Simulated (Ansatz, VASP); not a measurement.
This is a calculation of ZnHgO2 for VASP 6.6.1.

The input INCAR:

```
ALGO = Fast
EDIFF = 1E-6
EDIFFG = -0.01
ENCUT = 900
GGA = PE
IBRION = 2
ISIF = 3
ISMEAR = -1
LASPH = T
LCHARG = F
LREAL = F
LWAVE = F
NELM = 60
NSW = 40
PREC = Accurate
SIGMA = 0.05
```

File KPOINTS:

```
k-points
0
Gamma
  5 5 6
```

File POSCAR:

```
ZnHgO2
1.0
    4.0092200000      0.0000000000      0.0000000000
    0.0000000000      4.0092200000      0.0000000000
    0.0000000000      0.0000000000      3.3045900000
Zn Hg O
1 1 2
Direct
    0.0000000000      0.0000000000      0.0000000000
    0.5000000000      0.5000000000      0.5000000000
    0.5000000000      0.0000000000      0.0000000000
    0.0000000000      0.5000000000      0.0000000000
```

Potentials or basis: VASP PAW PBE potentials, release 64 (Zn_GW, Hg_sv_GW, O_GW).

The run is started by

```sh
$ cat potpaw_PBE.64/Zn_GW/POTCAR potpaw_PBE.64/Hg_sv_GW/POTCAR potpaw_PBE.64/O_GW/POTCAR > POTCAR
$ mpirun -np 1 vasp_std > vasp.out
```

Question: Set up the same calculation for Ansatz 0.2.0. Potentials there: Ansatz PAW.

Answer: As run (the cutoff follows the program's own potentials):

Contents of input.yaml:

```yaml
crystal:
  lattice:
    - [4.00922, 0.0, 0.0]
    - [0.0, 4.00922, 0.0]
    - [0.0, 0.0, 3.30459]
  atoms:
    - { symbol: Zn, position: [0.0, 0.0, 0.0] }
    - { symbol: Hg, position: [0.5, 0.5, 0.5] }
    - { symbol: O, position: [0.5, 0.0, 0.0] }
    - { symbol: O, position: [0.0, 0.5, 0.0] }
hamiltonian:
  xc: pbe
  pseudopotentials: { kind: paw }
kpoints:
  mp_grid: { grid: [5, 5, 6] }
scf:
  occupations: { method: fermi_dirac, width: 0.05 }
output:
  forces: true
  stress: true
  eigenvalues: true
relax:
  f_tol: 0.01
  max_steps: 40
  cell: { stress_tol: 0.05 }
```

Potentials or basis: Ansatz PAW.

Launch:

```console
$ ansatz run input.yaml --threads 2 --pin off --max-ram 5632MiB --backend cpu --events-out ev --progress --plain --runs-dir out
```

Both were run:

|  | VASP | Ansatz | Ansatz less VASP |
| --- | --- | --- | --- |
| gap on the k mesh at the Fermi level, each at its own relaxed structure (eV) | none | none | - |
| relaxed volume (Å³/atom) | 13.30 | 13.29 | -0.008 |
| relaxed cell length with the largest relative difference (Å) | 4.012 | 4.010 | -0.0021 |

A gap of «none» marks a metal or a gap that the smearing closes.

Caveats: the plane-wave basis is chosen anew once the cell has moved, so the energies of steps on either side of that aren't comparable (Ansatz); the pressure holds a Pulay correction of +0.6 GPa for the finite cutoff (Ansatz). Spin-orbit coupling is left out, which matters for the levels of Hg.
